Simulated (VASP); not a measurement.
An input for Quantum ESPRESSO's pw.x (written as the equivalent of a VASP run, and not itself run):

```
&CONTROL
  calculation = 'vc-relax'
  pseudo_dir = './pseudo'
  outdir = './out'
  tprnfor = .true.
  tstress = .true.
  nstep = 40
  forc_conv_thr = 0.00078
/
&SYSTEM
  ibrav = 0
  nat = 2
  ntyp = 2
  ecutwfc = 82.3
  occupations = 'smearing'
  smearing = 'methfessel-paxton'
  degauss = 0.00735
  input_dft = 'pbesol'
/
&ELECTRONS
  conv_thr = 7.3e-08
  electron_maxstep = 100
/
&IONS
/
&CELL
  press = 450
/
ATOMIC_SPECIES
  Te 127.600 Te.upf
  Pb 207.200 Pb.upf
CELL_PARAMETERS angstrom
    -0.0000000    2.8148702    2.8148702
     2.8148702    0.0000000    2.8148702
     2.8148702    2.8148702    0.0000000
ATOMIC_POSITIONS crystal
  Te   0.5000000  0.5000000  0.5000000
  Pb   0.0000000  0.0000000  0.0000000
K_POINTS automatic
  11 11 11 0 0 0
```

Question: Translate this input to VASP (INCAR, KPOINTS, POSCAR, choice of POTCAR).

Answer: This is not unique; one that fits is 
**INCAR**
```
# general
SYSTEM =PbTe
PREC   =Accurate
ENCUT  =500
LREAL  =.FALSE.
LASPH  =.TRUE.

# electronic loop
EDIFF  =1E-6
NELM   =100
ALGO   =Normal
LMAXMIX=4

# smearing
ISMEAR =1
SIGMA  =0.1

# functional
GGA    =PS

# ions
IBRION =2
NSW    =40
ISIF   =3
EDIFFG =-0.02
PSTRESS=450

# output
LWAVE  =.FALSE.
LCHARG =.FALSE.
```

**POSCAR**
```
PbTe
1.0
  0.0000000000   2.8148701718   2.8148701718
  2.8148701718   0.0000000000   2.8148701718
  2.8148701718   2.8148701718   0.0000000000
Te Pb
1 1
Cartesian
  2.8148701718   2.8148701718   2.8148701718
  0.0000000000   0.0000000000   0.0000000000
```

File KPOINTS:
```
Automatic mesh
0
Gamma
11 11 11
0 0 0
```

POTCAR, in this order: Te Pb_d (PBE.64 set). Program: vasp_std.

What does not carry over: the potentials are each code's own (VASP's PAW set, PseudoDojo norm-conserving files in pw.x), so ENCUT and ecutwfc are chosen apart and not converted; conv_thr bounds pw.x's estimated SCF error, while EDIFF bounds the energy change between steps; forc_conv_thr acts on force components and is met together with etot_conv_thr.

The compound is PbTe in the rock salt structure. It was relaxed first under an external pressure of 45 GPa.
